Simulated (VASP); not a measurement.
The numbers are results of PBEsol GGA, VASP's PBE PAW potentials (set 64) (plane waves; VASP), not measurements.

VASP ran on this input.

POSCAR:
```
YN
1
    0.0000000000     2.4400000000     2.4400000000
    2.4400000000     0.0000000000     2.4400000000
    2.4400000000     2.4400000000     0.0000000000
Y N
1 1
Direct
  0.0000000000   0.0000000000   0.0000000000
  0.5000000000   0.5000000000   0.5000000000
```

INCAR:
```
ALGO=Normal
EDIFF=1E-6
EDIFFG=-0.01
ENCUT=520
GGA=PS
IBRION=2
ISIF=3
ISMEAR=0
LASPH=.TRUE.
LCHARG=.FALSE.
LMAXMIX=4
LREAL=.FALSE.
LWAVE=.FALSE.
NELM=100
NSW=60
PREC=Accurate
SIGMA=0.05
SYSTEM=YN
```

### KPOINTS
```
Automatic mesh
0
Gamma
8 8 8
0 0 0
```

POTCAR, in this order: Y_sv N (PBE.64 set). Program: vasp_std.

Problem. Estimate the energy per atom (σ→0), volume per atom, band gap (on the k-mesh).

Solution. 
```yaml
energy per atom (σ→0): -922.8 kJ/mol-atom
band gap (on the k-mesh): 0.07 eV
volume_per_atom: 14.31 Å³/atom
```

File OSZICAR:
```
...
DAV:   2    -0.191327799118E+02    0.25356E-01   -0.53561E-02   852   0.205E+00    0.780E-01
DAV:   3    -0.191277090324E+02    0.50709E-02   -0.31838E-02  1060   0.119E+00    0.876E-01
DAV:   4    -0.191278733670E+02   -0.16433E-03   -0.23882E-03   940   0.367E-01    0.575E-01
DAV:   5    -0.191288252694E+02   -0.95190E-03   -0.12698E-03  1120   0.228E-01    0.618E-02
DAV:   6    -0.191288435340E+02   -0.18265E-04   -0.18148E-04  1036   0.102E-01    0.580E-02
DAV:   7    -0.191288561041E+02   -0.12570E-04   -0.24559E-05   856   0.532E-02    0.341E-03
DAV:   8    -0.191288564695E+02   -0.36544E-06   -0.16235E-06   680   0.102E-02
   3 F= -.19128856E+02 E0= -.19128752E+02  d E =-.344118E-02
```

The compound is YN in the rock salt structure. This run relaxes it. Symmetry was kept, so distortions that lower it aren't found.
